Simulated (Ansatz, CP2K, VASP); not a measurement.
Tc3Sn: programs and potentials compared

```xyz
8
Lattice="5.6534 0.0000 0.0000 -2.8267 4.8960 0.0000 0.0000 0.0000 4.6031" Properties=species:S:1:pos:R:3 pbc="T T T"
Sn    0.0000    3.2640    3.4524
Sn    2.8267    1.6320    1.1508
Tc    0.0000    1.6149    1.1508
Tc   -1.4282    4.0885    1.1508
Tc    1.4282    4.0885    1.1508
Tc    2.8267    3.2811    3.4524
Tc    4.2548    0.8074    3.4524
Tc    1.3985    0.8074    3.4524
```

The cell comes from a database or a generator and needn't be the stable form of this composition.

Alike in all runs: task single point; functional PBEsol; k mesh 6 × 6 × 6; occupations gaussian, width 0.05 eV; no spin polarisation; no spin-orbit coupling. Pressure is positive in compression and, in plane waves, holds the error of the finite cutoff, which Ansatz's Pulay term estimates and takes out.

```json
{"program and potentials": "Ansatz, Ansatz PAW (files of its older set among them)", "plane-wave cutoff (eV)": "500", "notes": "potentials made for PBE, which Ansatz adapts in part; 14.75 valence electrons an atom on average; Pulay term of +0.02 GPa included", "band gap (eV)": "no gap", "pressure (GPa)": "-9.23", "largest force (eV/Å)": "0.089"}
{"program and potentials": "VASP, PBE PAW files Sn_d_GW, Tc_sv_GW, 550 eV", "plane-wave cutoff (eV)": "550", "notes": "potentials made for PBE; 14.75 valence electrons an atom on average", "band gap (eV)": "no gap", "pressure (GPa)": "-10.35", "largest force (eV/Å)": "0.084"}
{"program and potentials": "CP2K, POTENTIAL_UZH Sn GTH-PBE-q4, Tc GTH-PBE-q15; TZVP-MOLOPT-PBE-GTH basis", "plane-wave cutoff (eV)": "-", "notes": "atomic basis; potentials made for PBE; 12.25 valence electrons an atom on average", "band gap (eV)": "no gap", "pressure (GPa)": "-3.02", "largest force (eV/Å)": "0.257"}
```

Force on atom 7 (Tc), eV/Å:

| program and potentials | x | y | z |
| --- | --- | --- | --- |
| Ansatz, Ansatz PAW (files of its older set among them) | 0.077 | -0.044 | 0.000 |
| VASP, PBE PAW files Sn_d_GW, Tc_sv_GW, 550 eV | 0.073 | -0.042 | 0.000 |
| CP2K, POTENTIAL_UZH Sn GTH-PBE-q4, Tc GTH-PBE-q15; TZVP-MOLOPT-PBE-GTH basis | 0.222 | -0.128 | 0.000 |

None finds a gap. The pressure spans -10.35 (VASP, PBE PAW files Sn_d_GW, Tc_sv_GW, 550 eV) to -3.02 GPa (CP2K, POTENTIAL_UZH Sn GTH-PBE-q4, Tc GTH-PBE-q15; TZVP-MOLOPT-PBE-GTH basis). Rows in atomic bases carry the error of their basis and grid, which can be large.

Differences between rows come from potentials, basis sets and numerical settings, since the functional is the same but for its coding. Runs on potential files found faulty are left out.
